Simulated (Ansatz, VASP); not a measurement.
# BiP3: VASP beside Ansatz

```
Bi P
1.0
     4.26586    0.00000    0.00000
     0.00000    4.26586    0.00000
     0.00000    0.00000    4.26586
Bi P
1 3
Direct
  0.00000 0.00000 0.00000
  0.00000 0.50000 0.50000
  0.50000 0.00000 0.50000
  0.50000 0.50000 0.00000
```

Alike in both runs: functional PBE; k mesh 12 × 12 × 12; occupations gaussian, width 0.1 eV; no spin polarisation.

Ansatz relaxed the structure, and its values are those at the end. VASP's run is a single point on that final structure, the one shown.

|  | VASP | Ansatz |
| --- | --- | --- |
| version | VASP 6.6.1 | Ansatz 0.2.0 |
| potentials or method | VASP PAW PBE potentials, release 64 (Bi_d, P) | scalar-relativistic, plane waves, PAW |
| plane-wave cutoff (eV) | 520 | 420 |
| valence electrons in the cell | 30 | 30 |

Ansatz gave:

| Quantity | Value |
| --- | --- |
| gap on the k mesh at the Fermi level (eV) | none |
| pressure (GPa) | 0.0 |

Which values does VASP return?

gap on the k mesh at the Fermi level (eV): none; pressure (GPa): -0.1.

A gap of «none» marks a metal or a gap that the smearing closes.

Caveats: spin-orbit coupling is left out, which moves the levels of the heavy elements.
